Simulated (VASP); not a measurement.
# Co on the Fe site in Fe, part 2 of 4

Wanted: what Co on the Fe site costs in Fe and how the lattice relaxes round it. The start is a cell from a database of measured crystal structures.

VASP 6.6.1, plane waves and PAW; the level of theory is named at each step.

So far. Step 2 (The host at zero pressure): The run ended after 4 ionic steps, 0.015 eV below its first step, once forces and stress met EDIFFG = -0.02.

The database entry behind the starting cell differs from later determinations by our own check (an axis about 0.7 % long against later determinations), so it need not match the best structure at ambient conditions.

## Step 3: The perfect supercell

This step: SCAN, spin-polarised from a ferromagnetic start; plane waves and PAW (Fe) (VASP 6.6.1).

System of this step: Fe. The structure is cubic, space group Im-3m (No. 229). The conventional cell has a = 2.844 Å, b = 2.844 Å, c = 2.844 Å, α = 90.00°, β = 90.00°, γ = 90.00°. Fe has 8 Fe at 2.46 Å nearest.

The same cell, mesh and cutoff without the defect give the energy to subtract and, in a gapped host, the band edges to count from, so that most errors cancel.

File INCAR:

```
SYSTEM = Fe
PREC = Normal
ENCUT = 300
EDIFF = 1E-05
NELM = 120
ISMEAR = 1
SIGMA = 0.2
LREAL = Auto
ALGO = Normal
METAGGA = SCAN
LASPH = .TRUE.
ISPIN = 2
MAGMOM = 3 3 3 3 3 3 3 3 3 3 3 3 3 3 3 3 3 3 3 3 3 3 3 3 3 3 3
LMAXMIX = 4
LORBIT = 11
LWAVE = .FALSE.
LCHARG = .FALSE.
KPAR = 4
```

File POSCAR:

```
Fe
1.0
   -4.2653360262      4.2653360262      4.2653360262
    4.2653360262     -4.2653360262      4.2653360262
    4.2653360262      4.2653360262     -4.2653360262
Fe
27
Direct
    0.0000000000      0.0000000000      0.0000000000
    0.0000000000      0.0000000000      0.3333333333
    0.0000000000      0.0000000000      0.6666666667
    0.0000000000      0.3333333333      0.0000000000
    0.0000000000      0.3333333333      0.3333333333
    0.0000000000      0.3333333333      0.6666666667
    0.0000000000      0.6666666667      0.0000000000
    0.0000000000      0.6666666667      0.3333333333
    0.0000000000      0.6666666667      0.6666666667
    0.3333333333      0.0000000000      0.0000000000
    0.3333333333      0.0000000000      0.3333333333
    0.3333333333      0.0000000000      0.6666666667
    0.3333333333      0.3333333333      0.0000000000
    0.3333333333      0.3333333333      0.3333333333
    0.3333333333      0.3333333333      0.6666666667
    0.3333333333      0.6666666667      0.0000000000
    0.3333333333      0.6666666667      0.3333333333
    0.3333333333      0.6666666667      0.6666666667
    0.6666666667      0.0000000000      0.0000000000
    0.6666666667      0.0000000000      0.3333333333
    0.6666666667      0.0000000000      0.6666666667
    0.6666666667      0.3333333333      0.0000000000
    0.6666666667      0.3333333333      0.3333333333
    0.6666666667      0.3333333333      0.6666666667
    0.6666666667      0.6666666667      0.0000000000
    0.6666666667      0.6666666667      0.3333333333
    0.6666666667      0.6666666667      0.6666666667
```

File KPOINTS:

```
Automatic mesh
0
Gamma
6 6 6
0 0 0
```

Potentials, in the order of the species: Fe (PBE family, release 64).

The run is started by

```bash
$ mpirun -np 4 vasp_std
```

The program printed:

```text
[banner, memory and clock lines left out]
running    4 mpi-ranks, on    1 nodes
 distrk:  each k-point on    1 cores,    4 groups
 distr:  one band on    1 cores,    1 groups

 POSCAR found type information on POSCAR Fe
 POSCAR found :  1 types and      27 ions
 [... a notice as in an earlier step ...]

 LDA part: xc-table for (None), standard interpolation
 POSCAR, INCAR and KPOINTS ok, starting setup
 FFT: planning ... GRIDC
 FFT: planning ... GRID_SOFT
 FFT: planning ... GRID
 WAVECAR not read
 entering main loop
       N       E                     dE             d eps       ncg     rms          rms(c)
DAV:   1     0.133597693400E+04    0.13360E+04   -0.62237E+04 10912   0.113E+03
DAV:   2    -0.350728302668E+03   -0.16867E+04   -0.15584E+04 10880   0.317E+02
DAV:   3    -0.519540232166E+03   -0.16881E+03   -0.14053E+03 10888   0.129E+02
DAV:   4    -0.525236679174E+03   -0.56964E+01   -0.55802E+01 11940   0.286E+01
DAV:   5    -0.525308493661E+03   -0.71814E-01   -0.71667E-01 11966   0.280E+00    0.644E+01
DAV:   6    -0.491500473723E+03    0.33808E+02   -0.35286E+02 11598   0.973E+01    0.363E+01
DAV:   7    -0.488572983467E+03    0.29275E+01   -0.34087E+01 11926   0.290E+01    0.242E+01
DAV:   8    -0.488663411826E+03   -0.90428E-01   -0.11271E+00 11646   0.335E+00    0.102E+01
DAV:   9    -0.488394275820E+03    0.26914E+00   -0.61287E-01 12384   0.275E+00    0.271E+00
DAV:  10    -0.488507231989E+03   -0.11296E+00   -0.24891E-01 12596   0.188E+00    0.610E-01
DAV:  11    -0.488507402874E+03   -0.17089E-03   -0.26102E-02 11714   0.675E-01    0.409E-01
DAV:  12    -0.488509786364E+03   -0.23835E-02   -0.21403E-03 12316   0.173E-01    0.141E-01
DAV:  13    -0.488507510718E+03    0.22756E-02   -0.26393E-04 11498   0.621E-02    0.941E-02
DAV:  14    -0.488507428491E+03    0.82227E-04   -0.27159E-04 13528   0.672E-02    0.339E-02
DAV:  15    -0.488507201502E+03    0.22699E-03   -0.40114E-05 10192   0.248E-02    0.108E-02
DAV:  16    -0.488507238445E+03   -0.36943E-04   -0.19968E-06  5966   0.678E-03    0.488E-03
DAV:  17    -0.488507324835E+03   -0.86390E-04   -0.48192E-07  5928   0.275E-03    0.256E-03
DAV:  18    -0.488507342149E+03   -0.17314E-04   -0.18494E-07  5916   0.200E-03    0.144E-03
DAV:  19    -0.488507352896E+03   -0.10747E-04   -0.31879E-08  5896   0.570E-04    0.806E-04
DAV:  20    -0.488507351171E+03    0.17256E-05   -0.11292E-08  5896   0.458E-04
   1 F= -.48850735E+03 E0= -.48851347E+03  d E =0.183422E-01  mag=    70.4715
```

The job ended after 4.6 min (4 MPI ranks of Intel Xeon 6975P-C (Granite Rapids), shared host; peak memory 2.2 GiB).

OUTCAR, selected parts (step 3):

```text
  LATTYP: Found a body centered cubic cell.
 ALAT       =     8.5306720524

The static configuration has the point symmetry O_h .

 Found     16 irreducible k-points:

   k-points           NKPTS =     16   k-points in BZ     NKDIM =     16   number of bands    NBANDS=    170

   dimension x,y,z NGX =    32 NGY =   32 NGZ =   32
   dimension x,y,z NGXF=    64 NGYF=   64 NGZF=   64

   ENCUT  =  300.0 eV  22.05 Ry    4.70 a.u.  10.43 10.43 10.43*2*pi/ulx,y,z

   NELECT =     216.0000    total number of electrons

 E-fermi :   5.5636

 spin component 1
 k-point     1 :       0.0000    0.0000    0.0000
  band No.  band energies     occupation
    ...
    144       4.6565      1.00000
    145       4.6566      1.00000
    146       4.6585      1.00000
    147       4.6585      1.00000
    148       4.6589      1.00000
    149       8.2985     -0.00000
    150       8.3049     -0.00000
    151       8.3050     -0.00000
    152       8.3052     -0.00000
    153       8.3053     -0.00000
    ...

 k-point     2 :       0.1667    0.0000    0.0000
  band No.  band energies     occupation
    ...
    144       5.0404      1.00068
    145       5.1115      1.00316
    146       5.1120      1.00319
    147       5.1138      1.00330
    148       5.1144      1.00334
    149       7.1729     -0.00000
    150       7.1756     -0.00000
    151       8.4407     -0.00000
    152       8.4432     -0.00000
    153       9.7150      0.00000
    ...

 k-point     3 :       0.3333    0.0000    0.0000
  band No.  band energies     occupation
    ...
    140       4.9392      1.00005
    141       5.0908      1.00208
    142       5.0923      1.00215
    143       5.3058      1.03487
    144       5.4649      0.86634
    145       6.0770     -0.00085
    146       6.0773     -0.00085
    147       6.0785     -0.00082
    148       6.0788     -0.00082
    149       6.2882     -0.00000
    ...

 k-point     4 :       0.5000    0.0000    0.0000
  band No.  band energies     occupation
    ...
    137       4.8370      1.00000
    138       4.8388      1.00000
    139       5.2016      1.01405
    140       5.2032      1.01435
    141       5.4005      0.99391
    142       5.5651      0.49350
    143       5.5667      0.48669
    144       5.5681      0.48065
    145       5.5708      0.46934
    146       5.9929     -0.00484
    ...

  Total        0.2424783      0.2424783      0.2424783     -0.0000000      0.0000000     -0.0000000
  in kB        1.2515948      1.2515948      1.2515948     -0.0000000      0.0000000     -0.0000000
  external PRESSURE =       1.2515948 kB  Pullay stress =       0.0000000 kB

  energy-cutoff  :      300.00
  volume of cell :      310.40
      direct lattice vectors                 reciprocal lattice vectors
    -4.265336026  4.265336026  4.265336026     0.000000000  0.117224059  0.117224059
     4.265336026 -4.265336026  4.265336026     0.117224059  0.000000000  0.117224059
     4.265336026  4.265336026 -4.265336026     0.117224059  0.117224059  0.000000000

 POSITION                                       TOTAL-FORCE (eV/Angst)
 -----------------------------------------------------------------------------------
      0.00000      0.00000      0.00000         0.000000      0.000000     -0.000000
      1.42178      1.42178     -1.42178        -0.000000     -0.000000     -0.000000
      2.84356      2.84356     -2.84356         0.000000      0.000000     -0.000000
      1.42178     -1.42178      1.42178         0.000000     -0.000000      0.000000
      2.84356      0.00000      0.00000        -0.000000      0.000000      0.000000
      4.26534      1.42178     -1.42178        -0.000000     -0.000000      0.000000
      2.84356     -2.84356      2.84356         0.000000     -0.000000     -0.000000
      4.26534     -1.42178      1.42178        -0.000000     -0.000000     -0.000000
      5.68711      0.00000      0.00000         0.000000     -0.000000     -0.000000
     -1.42178      1.42178      1.42178        -0.000000      0.000000      0.000000
      0.00000      2.84356      0.00000        -0.000000     -0.000000      0.000000
      1.42178      4.26534     -1.42178        -0.000000      0.000000      0.000000
      0.00000      0.00000      2.84356        -0.000000      0.000000      0.000000
      1.42178      1.42178      1.42178        -0.000000      0.000000      0.000000
      2.84356      2.84356     -0.00000         0.000000      0.000000      0.000000
      1.42178     -1.42178      4.26534         0.000000     -0.000000     -0.000000
      2.84356     -0.00000      2.84356        -0.000000      0.000000      0.000000
      4.26534      1.42178      1.42178        -0.000000     -0.000000     -0.000000
     -2.84356      2.84356      2.84356         0.000000      0.000000      0.000000
     -1.42178      4.26534      1.42178         0.000000      0.000000     -0.000000
      0.00000      5.68711      0.00000         0.000000      0.000000      0.000000
     -1.42178      1.42178      4.26534        -0.000000      0.000000     -0.000000
     -0.00000      2.84356      2.84356         0.000000      0.000000      0.000000
      1.42178      4.26534      1.42178        -0.000000      0.000000      0.000000
      0.00000      0.00000      5.68711         0.000000     -0.000000      0.000000
      1.42178      1.42178      4.26534         0.000000      0.000000      0.000000
      2.84356      2.84356      2.84356         0.000000     -0.000000     -0.000000
 -----------------------------------------------------------------------------------
    total drift:                               -0.000000     -0.000000      0.000000

  FREE ENERGIE OF THE ION-ELECTRON SYSTEM (eV)
  ---------------------------------------------------
  free  energy   TOTEN  =      -488.5073511705 eV

  energy  without entropy=     -488.5256933675  energy(sigma->0) =     -488.51346524

 total charge
# of ion       s       p       d       tot
------------------------------------------
    1        0.496   0.555   6.216   7.267
    2        0.496   0.555   6.216   7.267
    3        0.496   0.555   6.216   7.267
    4        0.496   0.555   6.216   7.267
    5        0.496   0.555   6.216   7.267
    6        0.496   0.555   6.216   7.267
    7        0.496   0.555   6.216   7.267
    8        0.496   0.555   6.216   7.267
    9        0.496   0.555   6.216   7.267
   10        0.496   0.555   6.216   7.267
   11        0.496   0.555   6.216   7.267
   12        0.496   0.555   6.216   7.267
   13        0.496   0.555   6.216   7.267
   14        0.496   0.555   6.216   7.267
   15        0.496   0.555   6.216   7.267
   16        0.496   0.555   6.216   7.267
   17        0.496   0.555   6.216   7.267
   18        0.496   0.555   6.216   7.267
   19        0.496   0.555   6.216   7.267
   20        0.496   0.555   6.216   7.267
   21        0.496   0.555   6.216   7.267
   22        0.496   0.555   6.216   7.267
   23        0.496   0.555   6.216   7.267
   24        0.496   0.555   6.216   7.267
   25        0.496   0.555   6.216   7.267
   26        0.496   0.555   6.216   7.267
   27        0.496   0.555   6.216   7.267
--------------------------------------------------
tot         13.394  14.988 167.835 196.217

 magnetization (x)
# of ion       s       p       d       tot
------------------------------------------
    1       -0.018  -0.083   2.725   2.624
    2       -0.018  -0.083   2.725   2.624
    3       -0.018  -0.083   2.725   2.624
    4       -0.018  -0.083   2.725   2.624
    5       -0.018  -0.083   2.725   2.624
    6       -0.018  -0.083   2.725   2.624
    7       -0.018  -0.083   2.725   2.624
    8       -0.018  -0.083   2.725   2.624
    9       -0.018  -0.083   2.725   2.624
   10       -0.018  -0.083   2.725   2.624
   11       -0.018  -0.083   2.725   2.624
   12       -0.018  -0.083   2.725   2.624
   13       -0.018  -0.083   2.725   2.624
   14       -0.018  -0.083   2.725   2.624
   15       -0.018  -0.083   2.725   2.624
   16       -0.018  -0.083   2.725   2.624
   17       -0.018  -0.083   2.725   2.624
   18       -0.018  -0.083   2.725   2.624
   19       -0.018  -0.083   2.725   2.624
   20       -0.018  -0.083   2.725   2.624
   21       -0.018  -0.083   2.725   2.624
   22       -0.018  -0.083   2.725   2.624
   23       -0.018  -0.083   2.725   2.624
   24       -0.018  -0.083   2.725   2.624
   25       -0.018  -0.083   2.725   2.624
   26       -0.018  -0.083   2.725   2.624
   27       -0.018  -0.083   2.725   2.624
--------------------------------------------------
tot         -0.494  -2.240  73.580  70.846

[... 1 part as in an earlier step ...]

[... 11 further parts left out ...]
```

The magnetic state follows from one typed start and may not be the lowest.

This step gave:

- electronic cycles: 20
- electrons: 216
- free energy (TOTEN): -488.5074 eV
- energy at zero smearing: -488.5135 eV
- Fermi energy: 5.564 eV
- moment of the cell, from the last line of the log: 70.47 μB

Spin moment in the PAW sphere by element, in μB:

```tsv
element	atoms	mean	spread (r.m.s.)	least	largest
Fe	27	2.62	0.00	2.62	2.62
```

The atoms farthest from the mean of their element:

```tsv
atom	x, y, z (Å)	spin moment in the PAW sphere (μB)
Fe1	0.00, 0.00, 0.00	2.62
Fe2	1.42, 1.42, -1.42	2.62
Fe3	2.84, 2.84, -2.84	2.62
Fe4	1.42, -1.42, 1.42	2.62
Fe5	2.84, 0.00, 0.00	2.62
Fe6	4.27, 1.42, -1.42	2.62
Fe7	2.84, -2.84, 2.84	2.62
Fe8	4.27, -1.42, 1.42	2.62
```

The host is treated as a metal, as its relaxation found a gap under 0.3 eV or none, and only the neutral defect is run.

(Continued in part 3 of 4.)

[Lines on the potential files, build, host, timing and source positions are cut from VASP's logs without a mark.]

[Logs are printed without paths, hosts, clocks, repeated set-up lines and the standing remarks that a program may print on its own settings, such as how far it seeks lower states.]

[Hosts, paths, dates, database ids (printed as entryN), source tags and the programs' standing remarks are cut or masked in the printed files.]

[In band tables of VASP the shares of atoms and orbitals are scaled to a sum of 1 inside the atoms' spheres.]

[Runs that stopped without an error message from VASP are left out.]
